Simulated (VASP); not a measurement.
ZnSe (relaxed from the zinc blende structure, space group F-43m) relaxed at rising pressure, in one space group throughout; other phases were not tried. The pressures are those reached. Computed with PBEsol GGA, VASP's PBE PAW potentials (set 64) (plane waves; VASP 6.6.1).

```csv
P (GPa),V (Å³/atom),k-mesh
-0.07,22.461,8×8×8
4.97,21.006,8×8×8
9.93,19.957,8×8×8
19.92,18.440,9×9×9
29.91,17.355,9×9×9
```

A change of mesh leaves a small step in the series.

Problem. Fit an equation of state and predict the volume at 44.84 GPa.

Solution. Least squares on the third-order Birch-Murnaghan form, P = (3B0/2)(y⁷ − y⁵)[1 + (3/4)(B′ − 4)(y² − 1)] with y = (V0/V)^(1/3), gives V0 = 22.435 Å³/atom, B0 = 65 GPa and B′ = 4.5, and so 16.170 Å³/atom. The run gave 16.166 Å³/atom, -0.0 % from the fit.

Pressures at which the relaxation failed are left out.

The structure was generated: ZnSe was put into the zinc blende type (F-43m), which need not be its known phase.
